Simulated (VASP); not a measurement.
An input for Ansatz (written as the equivalent of a VASP run, and not itself run):

Ansatz 0.2 input:
```yaml
crystal:
  lattice:
    - [1.6454689, -2.8500362, 0.0000000]
    - [1.6454689, 2.8500362, 0.0000000]
    - [0.0000000, 0.0000000, 5.2763081]
  atoms:
    - { symbol: Zn, position: [0.6666670, 0.3333330, 0.5002389] }
    - { symbol: Zn, position: [0.3333330, 0.6666670, 0.0002389] }
    - { symbol: O, position: [0.6666670, 0.3333330, 0.8817611] }
    - { symbol: O, position: [0.3333330, 0.6666670, 0.3817611] }
kpoints:
  mp_grid: { grid: [7, 7, 4] }
hamiltonian:
  xc: pbe
  pseudopotentials: { kind: paw }
scf:
  occupations: { method: gaussian, width: 0.05 }
  max_iter: 100
relax:
  max_steps: 60
  f_tol: 0.02
  cell: {}
output: { forces: true, stress: true, eigenvalues: true }
```

**Question.** Translate this input to VASP (INCAR, KPOINTS, POSCAR, choice of POTCAR).

**Answer.** One answer among several that fit: 
**POSCAR**
```
ZnO
1.0
  1.6454688832  -2.8500361621   0.0000000000
  1.6454688832   2.8500361621   0.0000000000
  0.0000000000   0.0000000000   5.2763080582
Zn O
2 2
Cartesian
  1.6454688832  -0.9500139541   2.6394146061
  1.6454688832   0.9500139541   0.0012605770
  1.6454688832  -0.9500139541   4.6524431303
  1.6454688832   0.9500139541   2.0142891012
```

### INCAR
```
SYSTEM = ZnO
PREC = Accurate; ENCUT = 480; LREAL = .FALSE.
LASPH = .TRUE.
EDIFF = 1E-6; NELM = 100; ALGO = Normal
LMAXMIX = 4
ISMEAR = 0; SIGMA = 0.05
GGA = PE
IBRION = 2; NSW = 60; ISIF = 3
EDIFFG = -0.02
LWAVE = .FALSE.; LCHARG = .FALSE.
```

**KPOINTS**
```
kpoints
0
gamma
  7 7 4
0 0 0
```

POTCAR, in this order: Zn O (PBE.64 set). Program: vasp_std.

Limits of the translation: each code has its own PAW files, so the cut-off isn't converted (ENCUT is set for VASP's; basis.ecutwfc is left out, and Ansatz then takes the one that its files recommend); Ansatz stops its SCF on the density residual and VASP on the energy change (EDIFF).

The compound is ZnO in the wurtzite structure. This run relaxes it. Symmetry was kept, so distortions that lower it aren't found. The start is the result of an earlier pass.
